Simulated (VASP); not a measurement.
Output of a VASP run:

File OSZICAR:
```
...
       N       E                     dE             d eps       ncg     rms          rms(c)
DAV:   1    -0.312277668536E+03    0.14719E-01   -0.21972E+01   768   0.813E+00    0.480E-01
RMM:   2    -0.312293596291E+03   -0.15928E-01   -0.17210E-01   760   0.938E-01    0.375E-01
RMM:   3    -0.312294795037E+03   -0.11987E-02   -0.22878E-02   760   0.343E-01    0.197E-01
RMM:   4    -0.312294803552E+03   -0.85150E-05   -0.30293E-03   762   0.134E-01    0.161E-01
RMM:   5    -0.312294740732E+03    0.62820E-04   -0.88873E-04   760   0.669E-02    0.414E-02
RMM:   6    -0.312294761063E+03   -0.20331E-04   -0.19005E-04   726   0.253E-02    0.275E-02
RMM:   7    -0.312294757017E+03    0.40465E-05   -0.29614E-05   516   0.991E-03
  23 F= -.31229476E+03 E0= -.31229476E+03  d E =-.719726E-02
       N       E                     dE             d eps       ncg     rms          rms(c)
DAV:   1    -0.312293845963E+03    0.91510E-03   -0.15844E+00   800   0.218E+00    0.128E-01
RMM:   2    -0.312294919556E+03   -0.10736E-02   -0.11597E-02   760   0.240E-01    0.919E-02
RMM:   3    -0.312294998528E+03   -0.78972E-04   -0.15021E-03   760   0.854E-02    0.467E-02
RMM:   4    -0.312294998352E+03    0.17576E-06   -0.19927E-04   737   0.347E-02    0.384E-02
RMM:   5    -0.312294992325E+03    0.60270E-05   -0.50954E-05   616   0.161E-02
  24 F= -.31229499E+03 E0= -.31229499E+03  d E =-.743257E-02
       N       E                     dE             d eps       ncg     rms          rms(c)
DAV:   1    -0.312292455385E+03    0.25430E-02   -0.61040E+00   768   0.444E+00    0.273E-01
RMM:   2    -0.312298051509E+03   -0.55961E-02   -0.60456E-02   760   0.535E-01    0.186E-01
RMM:   3    -0.312298449986E+03   -0.39848E-03   -0.79441E-03   760   0.200E-01    0.100E-01
RMM:   4    -0.312298443585E+03    0.64004E-05   -0.10097E-03   763   0.778E-02    0.849E-02
RMM:   5    -0.312298410569E+03    0.33016E-04   -0.28576E-04   750   0.369E-02    0.234E-02
RMM:   6    -0.312298417112E+03   -0.65427E-05   -0.63728E-05   637   0.148E-02
  25 F= -.31229842E+03 E0= -.31229842E+03  d E =-.342479E-02
       N       E                     dE             d eps       ncg     rms          rms(c)
DAV:   1    -0.312295457606E+03    0.29530E-02   -0.38190E+00   768   0.351E+00    0.222E-01
RMM:   2    -0.312299012819E+03   -0.35552E-02   -0.38208E-02   760   0.425E-01    0.149E-01
RMM:   3    -0.312299275023E+03   -0.26220E-03   -0.50609E-03   760   0.160E-01    0.789E-02
RMM:   4    -0.312299277385E+03   -0.23626E-05   -0.65156E-04   764   0.624E-02    0.667E-02
RMM:   5    -0.312299260144E+03    0.17241E-04   -0.17588E-04   723   0.290E-02    0.187E-02
RMM:   6    -0.312299264615E+03   -0.44706E-05   -0.40951E-05   568   0.117E-02
  26 F= -.31229926E+03 E0= -.31229926E+03  d E =-.427229E-02
       N       E                     dE             d eps       ncg     rms          rms(c)
DAV:   1    -0.312297056357E+03    0.22038E-02   -0.43449E+00   776   0.388E+00    0.242E-01
RMM:   2    -0.312301472747E+03   -0.44164E-02   -0.47442E-02   760   0.466E-01    0.148E-01
RMM:   3    -0.312301776435E+03   -0.30369E-03   -0.61247E-03   760   0.175E-01    0.829E-02
RMM:   4    -0.312301771549E+03    0.48866E-05   -0.75933E-04   764   0.677E-02    0.687E-02
RMM:   5    -0.312301743753E+03    0.27796E-04   -0.20940E-04   738   0.316E-02    0.194E-02
RMM:   6    -0.312301748891E+03   -0.51384E-05   -0.51190E-05   596   0.132E-02
  27 F= -.31230175E+03 E0= -.31230175E+03  d E =-.248428E-02
```

OUTCAR:
```
------------------------ aborting loop because EDIFF is reached ----------------------------------------
  FORCE on cell =-STRESS in cart. coord.  units (eV):
  Direction    XX          YY          ZZ          XY          YZ          ZX
  --------------------------------------------------------------------------------------
  Total       -6.4863986     -6.4221329     -9.7457220     -0.3970938     -0.2258490      0.4226378
  in kB      -11.6503578    -11.5349288    -17.5044975     -0.7132287     -0.4056521      0.7591086
  external PRESSURE =     -13.5632613 kB  Pullay stress =       0.0000000 kB
  volume of cell :      892.02
      direct lattice vectors                 reciprocal lattice vectors
     4.932320697 -8.543031406  0.000000000     0.101372159 -0.058527234  0.000000000
     4.932320697  8.543031406  0.000000000     0.101372159  0.058527234  0.000000000
     0.000000000  0.000000000 10.584775434     0.000000000  0.000000000  0.094475316
  FREE ENERGIE OF THE ION-ELECTRON SYSTEM (eV)
  ---------------------------------------------------
  free  energy   TOTEN  =      -312.3017488911 eV

  energy  without entropy=     -312.3017488911  energy(sigma->0) =     -312.30174889

 reached required accuracy - stopping structural energy minimisation
```
(Selected blocks of OUTCAR.)

POSCAR:
```
LiZn35O35
1
    4.9323206973    -8.5430314063     0.0000000000
    4.9323206973     8.5430314063     0.0000000000
    0.0000000000     0.0000000000    10.5847754337
Zn O Li
35 35 1
Direct
  0.2222220000   0.1111110000   0.2500000000
  0.1111110000   0.2222220000   0.0000000000
  0.2222220000   0.1111110000   0.7500000000
  0.1148620000   0.2203350000   0.5005650000
  0.2210200000   0.4465620000   0.2481420000
  0.1111110000   0.5555560000   0.0000000000
  0.2222220000   0.4444440000   0.7500000000
  0.1123420000   0.5574720000   0.4986710000
  0.2222220000   0.7777780000   0.2500000000
  0.1111110000   0.8888890000   0.0000000000
  0.2222220000   0.7777780000   0.7500000000
  0.1111110000   0.8888890000   0.5000000000
  0.5555560000   0.1111110000   0.2500000000
  0.4444440000   0.2222220000   0.0000000000
  0.5555560000   0.1111110000   0.7500000000
  0.4444440000   0.2222220000   0.5000000000
  0.5555560000   0.4444440000   0.2500000000
  0.4444440000   0.5555560000   0.0000000000
  0.5555560000   0.4444440000   0.7500000000
  0.5555560000   0.7777780000   0.2500000000
  0.4444440000   0.8888890000   0.0000000000
  0.5555560000   0.7777780000   0.7500000000
  0.4444440000   0.8888890000   0.5000000000
  0.8888890000   0.1111110000   0.2500000000
  0.7777780000   0.2222220000   0.0000000000
  0.8888890000   0.1111110000   0.7500000000
  0.7777780000   0.2222220000   0.5000000000
  0.8888890000   0.4444440000   0.2500000000
  0.7777780000   0.5555560000   0.0000000000
  0.8888890000   0.4444440000   0.7500000000
  0.7777780000   0.5555560000   0.5000000000
  0.8888890000   0.7777780000   0.2500000000
  0.7777780000   0.8888890000   0.0000000000
  0.8888890000   0.7777780000   0.7500000000
  0.7777780000   0.8888890000   0.5000000000
  0.2222220000   0.1111110000   0.4410000000
  0.1111110000   0.2222220000   0.1910000000
  0.2222220000   0.1111110000   0.9410000000
  0.1111110000   0.2222220000   0.6910000000
  0.1111110000   0.5555560000   0.1910000000
  0.2222220000   0.4444440000   0.9410000000
  0.1111110000   0.5555560000   0.6910000000
  0.2222220000   0.7777780000   0.4410000000
  0.1111110000   0.8888890000   0.1910000000
  0.2222220000   0.7777780000   0.9410000000
  0.1111110000   0.8888890000   0.6910000000
  0.5555560000   0.1111110000   0.4410000000
  0.4444440000   0.2222220000   0.1910000000
  0.5555560000   0.1111110000   0.9410000000
  0.4444440000   0.2222220000   0.6910000000
  0.5555560000   0.4444440000   0.4410000000
  0.4444440000   0.5555560000   0.1910000000
  0.5555560000   0.4444440000   0.9410000000
  0.4444440000   0.5555560000   0.6910000000
  0.5555560000   0.7777780000   0.4410000000
  0.4444440000   0.8888890000   0.1910000000
  0.5555560000   0.7777780000   0.9410000000
  0.4444440000   0.8888890000   0.6910000000
  0.8888890000   0.1111110000   0.4410000000
  0.7777780000   0.2222220000   0.1910000000
  0.8888890000   0.1111110000   0.9410000000
  0.7777780000   0.2222220000   0.6910000000
  0.8888890000   0.4444440000   0.4410000000
  0.7777780000   0.5555560000   0.1910000000
  0.8888890000   0.4444440000   0.9410000000
  0.7777780000   0.5555560000   0.6910000000
  0.8888890000   0.7777780000   0.4410000000
  0.7777780000   0.8888890000   0.1910000000
  0.8888890000   0.7777780000   0.9410000000
  0.7777780000   0.8888890000   0.6910000000
  0.4471300000   0.5616480000   0.4998570000
```

Write an INCAR and KPOINTS that could have produced this output.

One answer among several that fit: the input of the run itself, PBE GGA, plane waves, VASP's PBE PAW potentials (set 64).

### INCAR
```
NSW = 70   # most ionic steps
ALGO = Fast
PREC = Normal
ISYM = 0
GGA = PE
ISMEAR = 0   # Gaussian
LCHARG = F
ISIF = 2
SYSTEM = LiZn35O35
IBRION = 2   # conjugate gradients
LWAVE = F
LREAL = Auto   # projection in real space or not
NELM = 100   # most electronic steps
LASPH = T
EDIFF = 1E-5
EDIFFG = -0.03   # ionic stop
NELMIN = 4
NELECT = 632.0
SIGMA = 0.05   # width (eV)
ENCUT = 400   # plane-wave cut-off (eV)
LMAXMIX = 4
```

File KPOINTS:
```
Automatic mesh
0
Gamma
1 1 1
0 0 0
```

POTCAR, in this order: Zn O Li (PBE.64 set). Program: vasp_gam.

At this cut-off the stress carries a Pulay error, which pulls relaxed volumes low. The cell is charged, with a uniform compensating background. The supercell is sampled at Γ alone, which is coarse: total energies, pressure and levels can be off, energies of defects by several tenths of an eV.

The cell is a supercell with a defect, built from ZnO (wurtzite): Li_Zn-vac_O, charge -1. The run is not spin-polarised, so no state with unpaired spins was tried.
